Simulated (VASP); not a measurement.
The system is Ni.

```
CELL_PARAMETERS angstrom
0.00000 1.76194 1.76194
1.76194 0.00000 1.76194
1.76194 1.76194 0.00000
ATOMIC_POSITIONS crystal
Ni 0.00000 0.00000 0.00000
```

```yaml
Program: VASP 6.6.1
Task: relaxation of cell and atoms
Functional: PBEsol
Potentials_or_basis: VASP PAW PBE potentials, release 64 (Ni)
Cutoff: 520 eV
k_mesh: 20 × 20 × 20
Occupations: gaussian, width 0.1 eV
Spin: collinear spin, ferromagnetic start
Starting_moments: "[0.8] μB"
```

At the start: pressure -10.5 GPa; volume 10.94 Å³/atom.

Where does the relaxation end?

Over 6 steps the energy falls by 19.3 meV/atom and the volume is 10.38 Å³/atom (-5.1 %); space group Fm-3m (No. 225, to 0.05 Å); moment 0.62 μB per cell.

Step by step:
```csv
step,energy change (eV),largest force (eV/Å),pressure (GPa),volume (Å³)
1,0.0000,0.0000,-10.50,10.94
2,0.0025,0.0000,13.76,9.84
3,-0.0193,0.0000,-0.09,10.38
4,-0.0193,0.0000,0.16,10.37
5,-0.0193,0.0000,-0.15,10.39
6,-0.0193,0.0000,0.02,10.38
```

Final structure:
```
Ni
1.0
     0.00000    1.73133    1.73133
     1.73133    0.00000    1.73133
     1.73133    1.73133    0.00000
Ni
1
Cartesian
  1.7313 1.7313 0.0000
```

Caveat: the PAW data sets were made with another functional, which shifts forces and pressure a little.
